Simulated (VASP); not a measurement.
Data:

```
CELL_PARAMETERS angstrom
      0.00000     2.17234     2.17234
      2.17234     0.00000     2.17234
      2.17234     2.17234     0.00000
ATOMIC_POSITIONS crystal
  Be 0.25000 0.25000 0.25000
  Be 0.75000 0.75000 0.75000
  C  0.00000 0.00000 0.00000
```

These are vdW-DF-cx, VASP's PBE PAW potentials (set 64) (plane waves; VASP) values and carry that method's errors. Settings: 520 eV cut-off, Gaussian smearing of 0.050 eV, potentials Be C.

**Question.** Give the energies of bands 2 to 7 at the high-symmetry points, in eV from the valence-band maximum.

**Answer.** 
```csv
band,Γ,X,U,L,W
2,0.00,-6.71,-6.77,-8.64,-6.18
3,0.00,-4.66,-6.23,-1.80,-5.84
4,0.00,-4.66,-3.93,-1.80,-5.84
5,4.19,1.15,3.28,5.04,5.66
6,4.19,5.72,8.27,5.04,8.12
7,4.19,13.20,11.50,6.97,9.52
```

The gap is indirect, 1.15 eV, from the valence maximum at Γ to the conduction minimum at X.

The compound is Be2C in the antifluorite structure. It was relaxed first.
